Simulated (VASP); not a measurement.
Consider the following.

```
AuCu
1.0
    2.86731     0.00000     0.00000
    0.00000     2.86731     0.00000
    0.00000     0.00000     3.53291
Cu Au
1 1
Direct
  0.00000   0.00000   0.00000
  0.50000   0.50000   0.50000
```

Method: r2SCAN meta-GGA with spin-orbit coupling, VASP's PBE PAW potentials (set 64) (plane waves; VASP 6.6.1). Settings: 400 eV cut-off, 11×11×9 Γ-centred mesh, Gaussian smearing of 0.050 eV, potentials Cu Au.

Q: Give the energies of bands 11 to 24 at the high-symmetry points, in eV from the Fermi level.

A: 
| band | Γ | X | M | Z | R | A |
|---|---|---|---|---|---|---|
| 11 | -3.39 | -3.40 | -2.09 | -3.37 | -2.78 | -3.38 |
| 12 | -3.39 | -3.40 | -2.09 | -3.37 | -2.78 | -3.38 |
| 13 | -2.78 | -3.19 | -1.90 | -3.19 | -2.21 | -3.23 |
| 14 | -2.78 | -3.19 | -1.90 | -3.19 | -2.21 | -3.23 |
| 15 | -2.22 | -3.12 | -1.85 | -2.92 | -1.98 | -2.28 |
| 16 | -2.22 | -3.12 | -1.85 | -2.92 | -1.98 | -2.28 |
| 17 | -1.92 | -2.62 | -1.40 | -2.70 | -1.66 | -2.03 |
| 18 | -1.92 | -2.62 | -1.40 | -2.70 | -1.66 | -2.03 |
| 19 | -1.75 | -2.36 | -1.30 | -2.49 | -1.53 | -1.88 |
| 20 | -1.75 | -2.36 | -1.30 | -2.49 | -1.53 | -1.88 |
| 21 | -1.38 | -1.13 | -0.10 | -2.29 | -1.39 | 4.73 |
| 22 | -1.38 | -1.13 | -0.10 | -2.29 | -1.39 | 4.73 |
| 23 | 3.06 | -0.51 | 0.68 | -2.19 | -0.68 | 5.54 |
| 24 | 3.06 | -0.51 | 0.68 | -2.19 | -0.68 | 5.54 |

It has no gap at this level: it comes out as a metal or semimetal.

The compound is CuAu in the L1_0 structure. It was relaxed first.
